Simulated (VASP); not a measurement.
VASP input:

### POSCAR
```
Bi2Te3
1
   10.0392703786    -2.1769299998    -0.0175774174
   10.0392703786     2.1769299998    -0.0175774174
    9.5737721820    -0.0000000000     3.7241318493
Bi Te
2 3
Direct
  0.4002200554   0.4002200554   0.4002200554
  0.5997799446   0.5997799446   0.5997799446
  0.0000000000   0.0000000000   0.0000000000
  0.2088103695   0.2088103695   0.2088103695
  0.7911896305   0.7911896305   0.7911896305
```

INCAR:
```
# general
SYSTEM   =  Bi2Te3
PREC     =  Accurate
ENCUT    =  400
LREAL    =  .False.   # projection in real space or not
LASPH    =  .True.   # aspherical one-centre terms

# electronic loop
EDIFF    =  1E-8   # SCF stop (eV)
NELM     =  100   # most electronic steps
ALGO     =  Normal   # blocked Davidson
LMAXMIX  =  4   # l cut-off of mixed one-centre charges

# smearing
ISMEAR   =  0   # Gaussian
SIGMA    =  0.05

# ions
IBRION   =  1   # quasi-Newton
NSW      =  30   # most ionic steps
ISIF     =  2   # forces and stress, cell fixed
EDIFFG   =  -0.001   # ionic stop

# output
LWAVE    =  .False.
LCHARG   =  .False.
```

KPOINTS:
```
Regular mesh
0
G
5 5 5
0 0 0
```

POTCAR, in this order: Bi_d Te (LDA.64 set). Program: vasp_std.

Task: Translate this LDA calculation to Quantum ESPRESSO's pw.x.

Result: One equivalent input (not run):
```
&CONTROL
  calculation = 'relax'
  pseudo_dir = './pseudo'
  outdir = './out'
  tprnfor = .true.
  tstress = .true.
  nstep = 30
  forc_conv_thr = 3.9e-05
/
&SYSTEM
  ibrav = 0
  nat = 5
  ntyp = 2
  ecutwfc = 82.3
  occupations = 'smearing'
  smearing = 'gaussian'
  degauss = 0.003675
  input_dft = 'pz'
/
&ELECTRONS
  conv_thr = 7.3e-10
  electron_maxstep = 100
/
&IONS
/
ATOMIC_SPECIES
  Bi 208.980 Bi.upf
  Te 127.600 Te.upf
CELL_PARAMETERS angstrom
    10.0392704   -2.1769300   -0.0175774
    10.0392704    2.1769300   -0.0175774
     9.5737722   -0.0000000    3.7241318
ATOMIC_POSITIONS crystal
  Bi   0.4002201  0.4002201  0.4002201
  Bi   0.5997799  0.5997799  0.5997799
  Te   0.0000000  0.0000000  0.0000000
  Te   0.2088104  0.2088104  0.2088104
  Te   0.7911896  0.7911896  0.7911896
K_POINTS automatic
  5 5 5 0 0 0
```
What does not carry over: the potentials are each code's own (VASP's PAW set, PseudoDojo norm-conserving files in pw.x), so ENCUT and ecutwfc are chosen apart and not converted; conv_thr bounds pw.x's estimated SCF error, while EDIFF bounds the energy change between steps; forc_conv_thr acts on force components and is met together with etot_conv_thr.

The compound is Bi2Te3 in the tetradymite structure. This run relaxes the ions in a fixed cell. Symmetry was kept, so distortions that lower it aren't found. The start is the result of an earlier pass.
